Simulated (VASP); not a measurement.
# Mg2GaBi2 (P-3m1) in VASP: further runs, part 2 of 2

VASP 6.6.1. The steps go on from the part before.

**3. Single point, PBEsol**

The input, INCAR:

```
SYSTEM = Mg2GaBi2
PREC     = Accurate       ! precision mode
ENCUT    = 520            ! plane-wave cutoff, eV
EDIFF    = 1E-6           ! SCF threshold, eV
ISMEAR   = -1             ! smearing method
SIGMA    = 0.1            ! smearing width, eV
LREAL    = .False.        ! projectors in reciprocal space
LASPH    = .True.         ! aspherical terms in the spheres
NELM     = 60             ! most SCF steps
ALGO     = Normal         ! electronic algorithm
ISIF     = 2              ! what is computed and relaxed
LWAVE    = .False.        ! write WAVECAR
LCHARG   = .False.        ! write CHGCAR
GGA      = PS             ! functional
NBANDS   = 32             ! bands
```

The input, KPOINTS:

```
Automatic mesh
0
Gamma
  5 5 3
  0 0 0
```

The input, POSCAR:

```
Mg2GaBi2
1.0
    4.6805310000      0.0000000000      0.0000000000
   -2.3402650000      4.0534610000      0.0000000000
    0.0000000000      0.0000000000      7.5814370000
Ga Mg Bi
1 2 2
Direct
    0.0000000000      0.0000000000      0.0000000000
    0.3333000000      0.6667000000      0.6301000000
    0.6667000000      0.3333000000      0.3699000000
    0.3333000000      0.6667000000      0.2413000000
    0.6667000000      0.3333000000      0.7587000000
```

Potentials or basis: VASP PAW PBE potentials, release 64 (Ga_d, Mg, Bi_d).

Started as:

```bash
cat potpaw_PBE.64/Ga_d/POTCAR potpaw_PBE.64/Mg/POTCAR potpaw_PBE.64/Bi_d/POTCAR > POTCAR
mpirun -np 1 vasp_std > vasp.out
```

OUTCAR:

```text
SYSTEM = Mg2GaBi2
   PREC = Accurate
   ENCUT = 520
   EDIFF = 1E-6
   ISMEAR = -1
   LREAL = .False.
   LASPH = .True.
   NELM = 60
   ISIF = 2
   GGA = PS

 ion  position               nearest neighbor table
   1  0.000  0.000  0.000-   4 3.26   5 3.26   5 3.26   4 3.26   5 3.26   4 3.26
   2  0.333  0.667  0.630-   5 2.87   5 2.87   5 2.87   4 2.95   3 3.35   3 3.35   3 3.35
   3  0.667  0.333  0.370-   4 2.87   4 2.87   4 2.87   5 2.95   2 3.35   2 3.35   2 3.35
   4  0.333  0.667  0.241-   3 2.87   3 2.87   3 2.87   2 2.95   1 3.26   1 3.26   1 3.26
   5  0.667  0.333  0.759-   2 2.87   2 2.87   2 2.87   3 2.95   1 3.26   1 3.26   1 3.26

  LATTYP: Found a hexagonal cell.
 ALAT       =     4.6805310000
 C/A-ratio  =     1.6197813881

  Lattice vectors:

 A1 = (   4.6805310000,   0.0000000000,   0.0000000000)
 A2 = (  -2.3402650000,   4.0534610000,   0.0000000000)
 A3 = (   0.0000000000,   0.0000000000,   7.5814370000)

Analysis of symmetry for initial positions (statically):
=====================================================================
 Subroutine PRICEL returns:
 Original cell was already a primitive cell.

 Routine SETGRP: Setting up the symmetry group for a
 hexagonal supercell.

 Subroutine GETGRP returns: Found  4 space group operations
 (whereof  4 operations were pure point group operations)
 out of a pool of 24 trial point group operations.

The static configuration has the point symmetry C_2h.

Analysis of symmetry for dynamics (positions and initial velocities):
=====================================================================
 Subroutine PRICEL returns:
 Original cell was already a primitive cell.

 Routine SETGRP: Setting up the symmetry group for a
 hexagonal supercell.

 Subroutine GETGRP returns: Found  4 space group operations
 (whereof  4 operations were pure point group operations)
 out of a pool of 24 trial point group operations.

The dynamic configuration has the point symmetry C_2h.

 Subroutine INISYM returns: Found  4 space group operations
 (whereof  4 operations are pure point group operations),
 and found     1 'primitive' translations

----------------------------------------------------------------------------------------

                                     Primitive cell

  volume of cell :     143.8377

  direct lattice vectors                    reciprocal lattice vectors
     4.680531000  0.000000000  0.000000000     0.213650973  0.123351352  0.000000000
    -2.340265000  4.053461000  0.000000000     0.000000000  0.246702756  0.000000000
     0.000000000  0.000000000  7.581437000     0.000000000  0.000000000  0.131901116

  length of vectors
     4.680531000  4.680532699  7.581437000     0.246702846  0.246702756  0.131901116

  position of ions in fractional coordinates (direct lattice)
     0.000000000  0.000000000  0.000000000
     0.333300000  0.666700000  0.630100000
     0.666700000  0.333300000  0.369900000
     0.333300000  0.666700000  0.241300000
     0.666700000  0.333300000  0.758700000

  ion indices of the primitive-cell ions
   primitive index   ion index
                 1           1
                 2           2
                 3           3
                 4           4
                 5           5

----------------------------------------------------------------------------------------

 KPOINTS: Automatic mesh

[... 26 lines left out ...]
 -0.200000  0.200000  0.000000      2.000000
  0.400000  0.000000  0.000000      4.000000
 -0.400000  0.400000  0.000000      2.000000
  0.200000  0.200000  0.000000      2.000000
[... 16 lines left out ...]
  0.400000  0.400000  0.333333      4.000000
 -0.400000 -0.200000  0.333333      4.000000
   k-points           NKPTS =     24   k-points in BZ     NKDIM =     24   number of bands    NBANDS=     32
   number of dos      NEDOS =    301   number of ions     NIONS =      5
   total plane-waves  NPLWV =  72576
   dimension x,y,z NGX =    36 NGY =   36 NGZ =   56
   dimension x,y,z NGXF=    72 NGYF=   72 NGZF=  112
   ions per type =               1   2   2
   NGX,Y,Z   is equivalent  to a cutoff of  12.79, 12.79, 12.28 a.u.
   NGXF,Y,Z  is equivalent  to a cutoff of  25.57, 25.57, 24.56 a.u.
 SYSTEM =  Mg2GaBi2
   PREC   = accura    normal or accurate (medium, high low for compatibility)
   ISTART =      0    job   : 0-new  1-cont  2-samecut
   ICHARG =      2    charge: 1-file 2-atom 10-const
   ISPIN  =      1    spin polarized calculation?
   LNONCOLLINEAR =      F non collinear calculations
   LSORBIT =      F    spin-orbit coupling
   LASPH  =      T    aspherical Exc in radial PAW
   ENCUT  =  520.0 eV  38.22 Ry    6.18 a.u.   8.70  8.70 14.10*2*pi/ulx,y,z
   NELM   =     60;   NELMIN=  2; NELMDL= -5     # of ELM steps
   EDIFF  = 0.1E-05   stopping-criterion for ELM
   LREAL  =      F    real-space projection
   EDIFFG = 0.1E-04   stopping-criterion for IOM
   NSW    =      0    number of steps for IOM
   IBRION =     -1    ionic relax: 0-MD 1-quasi-New 2-CG
   NFREE  =      0    steps in history (QN), initial steepest desc. (CG)
   ISIF   =      2    stress and relaxation
   ISYM   =      2    0-nonsym 1-usesym 2-fastsym
   POTIM  = 0.5000    time-step for ionic-motion
   TEBEG  =    0.0;   TEEND  =   0.0 temperature during run
   PSTRESS=    0.0 pullay stress
   NELECT =      47.0000    total number of electrons
   NUPDOWN=      -1.0000    fix difference up-down
   EMIN   =  10.00;   EMAX   =-10.00  energy-range for DOS
   EFERMI =   0.00;   METHOD = LEGACY
   ISMEAR =    -1;   SIGMA  =   0.10  broadening in eV -4-tet -1-fermi 0-gaus
   EFERMI_NEDOS =   21; number of points for ismear=-14 and -15
   IALGO  =     38    algorithm
   IMIX   =      4    mixing-type and parameters
     AMIX     =   0.40;   BMIX     =  1.00
     AMIX_MAG =   1.60;   BMIX_MAG =  1.00
  volume/ion in A,a.u.               =      28.77       194.13
  Fermi-wavevector in a.u.,A,eV,Ry     =   1.127587  2.130830 17.299148  1.271451
  Thomas-Fermi vector in A             =   2.264273
   LORBIT       =      0    0 simple, 1 ext, 2 COOP (PROOUT), +10 PAW based schemes
   GGA     = PS    functional components
   LHFCALC =     F    Hartree Fock is set to
   AEXX    =    0.0000 exact exchange contribution
   IVDW    =     0    specifies the selected vdW correction
   LEPSILON=     F    determine dielectric tensor
   LRPA    =     F    only Hartree local field effects (RPA)
 non-spin polarized calculation
  energy-cutoff  :      520.00
  volume of cell :      143.84
 maximum number of plane-waves:      3893
   NGX = 17   NGY = 17   NGZ = 29

 number of electron      47.0000028 magnetization

 Free energy of the ion-electron system (eV)
  ---------------------------------------------------
  ext. energy  EPLUGINS =         0.00000000
  ---------------------------------------------------
  free energy    TOTEN  =       -15.45862925 eV

  energy without entropy =      -15.35550850  energy(sigma->0) =      -15.40706888

 E-fermi :   3.8935     XC(G=0):  -9.1626

 val. band max:        3.8919279523   @ k =   0.0000   0.0000   0.3333
 cond. band min:       3.9104644030   @ k =  -0.2000   0.2000   0.0000
 fundamental gap:      0.0185364507
 Fermi energy:         3.8934842929

 k-point     1 :       0.0000    0.0000    0.0000
  band No.  band energies     occupation
      1     -17.9854      2.00000
      2     -17.9841      2.00000
      3     -17.9839      2.00000
      4     -17.9838      2.00000
      5     -17.9821      2.00000
      6     -17.9821      2.00000
[... 829 lines left out ...]
     31      10.1550      0.00000
     32      10.3008      0.00000

------------------------ aborting loop because EDIFF is reached ----------------------------------------

  FORCE on cell =-STRESS in cart. coord.  units (eV):
  Direction    XX          YY          ZZ          XY          YZ          ZX
  --------------------------------------------------------------------------------------
  -------------------------------------------------------------------------------------
  Total        0.1359799      0.1419626     -0.5772040      0.0051810      0.0019278     -0.0033391
  in kB        1.5146518      1.5812911     -6.4293529      0.0577100      0.0214738     -0.0371940
  external PRESSURE =      -1.1111367 kB  Pullay stress =       0.0000000 kB

 VOLUME and BASIS-vectors are now :
 -----------------------------------------------------------------------------
  energy-cutoff  :      520.00
  volume of cell :      143.84
      direct lattice vectors                 reciprocal lattice vectors
     4.680531000  0.000000000  0.000000000     0.213650973  0.123351352  0.000000000
    -2.340265000  4.053461000  0.000000000     0.000000000  0.246702756  0.000000000
     0.000000000  0.000000000  7.581437000     0.000000000  0.000000000  0.131901116

 POSITION                                       TOTAL-FORCE (eV/Angst)
 -----------------------------------------------------------------------------------
      0.00000      0.00000      0.00000        -0.000000      0.000000      0.000000
     -0.00023      2.70244      4.77706         0.001601     -0.000925     -0.015313
      2.34050      1.35102      2.80437        -0.001601      0.000925      0.015313
     -0.00023      2.70244      1.82940         0.001510     -0.000872     -0.600624
      2.34050      1.35102      5.75204        -0.001510      0.000872      0.600624
 -----------------------------------------------------------------------------------
    total drift:                                0.000000      0.000000      0.000000

  FREE ENERGIE OF THE ION-ELECTRON SYSTEM (eV)
  ---------------------------------------------------
  free  energy   TOTEN  =       -15.4586292465 eV

  energy  without entropy=      -15.3555085049  energy(sigma->0) =      -15.40706888
```

It took 67 s on 1 thread of Intel Xeon Platinum 8559C (Emerald Rapids), shared host; peak memory 0.31 GiB.

Results:

```
Free energy            : -15.4586 eV
Pressure               : -0.1 GPa
Largest force          : 0.601 eV/Å
Band gap on the k mesh : none (metal or under the smearing width)
```

Forces on the atoms (eV/Å):
```
Ga   0.000  0.000  0.000
Mg   0.002 -0.001 -0.015
Mg  -0.002  0.001  0.015
Bi   0.002 -0.001 -0.601
Bi  -0.002  0.001  0.601
```

Caveat: the PAW data sets were made with another functional, which shifts forces and pressure a little; spin-orbit coupling is left out, which moves the levels of the heavy elements.
